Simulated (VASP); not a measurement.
Given:

```yaml
crystal:
  lattice:
    - [0.00000, 2.48880, 2.48880]
    - [2.48880, 0.00000, 2.48880]
    - [2.48880, 2.48880, 0.00000]
  atoms:
    - { symbol: Y, position: [0.00000, 0.00000, 0.00000] }
    - { symbol: N, position: [0.50000, 0.50000, 0.50000] }
```

Method: SCAN meta-GGA, VASP's PBE PAW potentials (set 64) (plane waves; VASP). Run with 520 eV cut-off, 8×8×8 Γ-centred mesh, Gaussian smearing of 0.050 eV, potentials Y_sv N.

What does the run give for the energy per atom (σ→0), pressure, band gap (on the k-mesh) with the smallest direct gap where there is one?

- band gap (on the k-mesh): 0.66 eV
- smallest direct gap (on the k-mesh): 1.11 eV
- energy per atom (σ→0): -20.572 eV/atom
- pressure: -8.14 GPa

Only differences to runs with the same potentials and settings are physical.

The compound is YN in the rock salt structure. The cell was not relaxed at this level. The run is one of a series of settings (GGA removed, LMIXTAU = .TRUE., METAGGA = SCAN against the base run), some of them coarse on purpose.
